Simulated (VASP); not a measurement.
Input:

```
MgH2
1.0
    4.46779     0.00000     0.00000
    0.00000     4.46779     0.00000
    0.00000     0.00000     2.98121
Mg H
2 4
Cartesian
  0.00000   0.00000   0.00000
  2.23390   2.23390   1.49061
  1.35992   1.35992   0.00000
  3.59382   0.87398   1.49061
  0.87398   3.59382   1.49061
  3.10787   3.10787   0.00000
```

Method: MS2 meta-GGA, VASP's PBE PAW potentials (set 64) (plane waves; VASP). Settings: 520 eV cut-off, 6×6×8 Γ-centred mesh, tetrahedra with Blöchl corrections, potentials Mg H.

The path is coarsely sampled, so an indirect gap can come out somewhat too large.

### Question
Give the energies of bands 1 to 7 at the high-symmetry points, in eV from the valence-band maximum.

### Answer

```json
[
 {"band": "1", "Γ": "-6.58", "X": "-4.91", "M": "-3.79", "Z": "-3.05", "R": "-2.31", "A": "-1.92"},
 {"band": "2", "Γ": "-1.47", "X": "-4.91", "M": "-3.79", "Z": "-3.05", "R": "-2.31", "A": "-1.92"},
 {"band": "3", "Γ": "-1.47", "X": "-0.52", "M": "-2.76", "Z": "-0.10", "R": "-1.07", "A": "-0.97"},
 {"band": "4", "Γ": "-0.39", "X": "-0.52", "M": "-2.76", "Z": "-0.10", "R": "-1.07", "A": "-0.97"},
 {"band": "5", "Γ": "5.21", "X": "5.96", "M": "9.84", "Z": "7.11", "R": "5.76", "A": "4.52"},
 {"band": "6", "Γ": "5.67", "X": "5.96", "M": "9.84", "Z": "7.11", "R": "5.76", "A": "4.52"},
 {"band": "7", "Γ": "9.94", "X": "10.85", "M": "9.91", "Z": "7.48", "R": "7.48", "A": "4.71"}
]
```

The gap is indirect, 4.33 eV, from the valence maximum at (0.17, 0.17, 0.00) to the conduction minimum at A-Z at 0.20.

The compound is MgH2 in the rutile structure. It was relaxed first.
